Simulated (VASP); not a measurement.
All values below come from PBEsol GGA, VASP's PBE PAW potentials (set 64) (plane waves; VASP 6.6.1).

The input files of a VASP run:

File POSCAR:
```
Al(100) slab
1.0
  2.8368564379   0.0000000000   0.0000000000
  0.0000000000   2.8368564379   0.0000000000
  0.0000000000   0.0000000000  26.8947330105
Al
6
Cart
  1.4184282189   0.0000000000   8.4324670092
  0.0000000000   1.4184282189  10.4384375655
  1.4184282189   0.0000000000  12.4443812271
  0.0000000000   1.4184282189  14.4503517834
  1.4184282189   0.0000000000  16.4562954450
  0.0000000000   1.4184282189  18.4622660013
```

File KPOINTS:
```
Regular mesh
0
Gamma
  10 10 1
0 0 0
```

INCAR:
```
ALGO=Normal
DIPOL=0.5 0.5 0.5
EDIFF=1E-5
EDIFFG=-0.03
ENCUT=400
GGA=PS
IBRION=2
IDIPOL=3
ISIF=2
ISMEAR=1
LASPH=.True.
LCHARG=.False.
LDIPOL=.True.
LREAL=.False.
LWAVE=.True.
NELM=100
NELMIN=4
NSW=50
PREC=Normal
SIGMA=0.1
SYSTEM=Al(100) slab
```

POTCAR, in this order: Al (PBE.64 set). Program: vasp_std.

Question: Predict the energy per atom (σ→0), band gap (on the k-mesh).

Answer: 
| Quantity | Value |
|---|---|
| energy per atom (σ→0) | -3.914 eV/atom |
| band gap (on the k-mesh) | none (metal, semimetal or under 0.01 eV) |

**OSZICAR**
```
...
DAV:   5    -0.234852171201E+02   -0.11421E-05   -0.82859E-06   361   0.249E-02
  10 F= -.23485217E+02 E0= -.23484141E+02  d E =-.165257E-02
       N       E                     dE             d eps       ncg     rms          rms(c)
DAV:   1    -0.234854276666E+02   -0.21169E-03   -0.86136E-03   599   0.660E-01    0.360E-02
DAV:   2    -0.234854501274E+02   -0.22461E-04   -0.84070E-04   667   0.217E-01    0.302E-02
DAV:   3    -0.234854253246E+02    0.24803E-04   -0.18751E-04   686   0.920E-02    0.145E-02
DAV:   4    -0.234854263673E+02   -0.10426E-05   -0.19837E-05   495   0.357E-02
  11 F= -.23485426E+02 E0= -.23484485E+02  d E =-.186181E-02
```

The cell is a thin slab with vacuum, built from Al (fcc): (100) face.
